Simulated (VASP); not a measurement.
Data:

```xyz
6
Lattice="3.1556 0.0000 0.0000 0.0000 3.1556 0.0000 0.0000 0.0000 24.4938" Properties=species:S:1:pos:R:3 pbc="T T T"
Mo     1.5778     0.0000     8.4647
Mo     0.0000     1.5778     9.8282
Mo     1.5778     0.0000    11.5019
Mo     3.1556     1.5778    12.9919
Mo     1.5778     0.0000    14.6656
Mo     3.1556     1.5778    16.0291
```

These are r2SCAN meta-GGA, VASP's PBE PAW potentials (set 64) (plane waves; VASP) values and carry that method's errors. Settings: PREC = Normal, 400 eV cut-off, 9×9×1 Γ-centred mesh, first-order Methfessel-Paxton smearing of 0.10 eV, potentials Mo_sv.

Task: Estimate the energy per atom (σ→0), band gap (on the k-mesh) with the smallest direct gap where there is one.

Result: 
The band gap (on the k-mesh) is none (metal, semimetal or under 0.01 eV) and the energy per atom (σ→0) comes out as -25.375 eV/atom.

The absolute energy has meaning only against runs of the same code, potentials and settings.

The cell is a thin slab with vacuum, built from Mo (bcc): (100) face.
